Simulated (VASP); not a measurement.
Given:

```xyz
4
Lattice="3.5674 0.0000 0.0000 0.0000 3.5674 0.0000 0.0000 0.0000 3.5674" Properties=species:S:1:pos:R:3 pbc="T T T"
Si     0.0000     0.0000     0.0000
Ni     0.0000     1.7837     1.7837
Ni     1.7837     0.0000     1.7837
Ni     1.7837     1.7837     0.0000
```

The numbers are results of r2SCAN meta-GGA, VASP's PBE PAW potentials (set 64) (plane waves; VASP), not measurements. Run with 480 eV cut-off, 8×8×8 Γ-centred mesh, first-order Methfessel-Paxton smearing of 0.10 eV, potentials Si Ni.

**Question.** What does the run give for the energy per atom (σ→0), pressure, band gap (on the k-mesh) with the smallest direct gap where there is one?

**Answer.** 
```json
{
 "band gap (on the k-mesh)": "none (metal, semimetal or under 0.01 eV)",
 "energy per atom (σ→0)": "-11.540 eV/atom",
 "pressure": "-16.69 GPa"
}
```

The compound is Ni3Si in the L1_2 structure. This cell was strained or had an atom moved on purpose. The run is not spin-polarised, so no magnetic state was tried.
